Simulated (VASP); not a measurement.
Input:

```xyz
5
Lattice="4.1657 0.0000 0.0000 0.0000 4.1657 0.0000 0.0000 0.0000 4.1657" Properties=species:S:1:pos:R:3 pbc="T T T"
Ba     0.0000     0.0000     0.0000
Zr     2.0829     2.0829     2.0829
O      2.0829     0.0000     2.0829
O      0.0000     2.0829     2.0829
O      2.0829     2.0829     0.0000
```

These are SCAN meta-GGA, VASP's PBE PAW potentials (set 64) (plane waves; VASP 6.6.1) values and carry that method's errors. Run with 520 eV cut-off, 5×5×5 Γ-centred mesh, Gaussian smearing of 0.050 eV, potentials Ba_sv Zr_sv O.

Question: Give the stress tensor in GPa (positive for a compressed cell).

Answer: 
```
5.36  0.00  0.00
0.00  5.36  0.00
0.00  0.00  5.36
```
The pressure is its mean diagonal, 5.36 GPa.

The compound is BaZrO3 in the cubic perovskite structure. This cell is one point of a volume scan, at 0.97 of the reference volume.
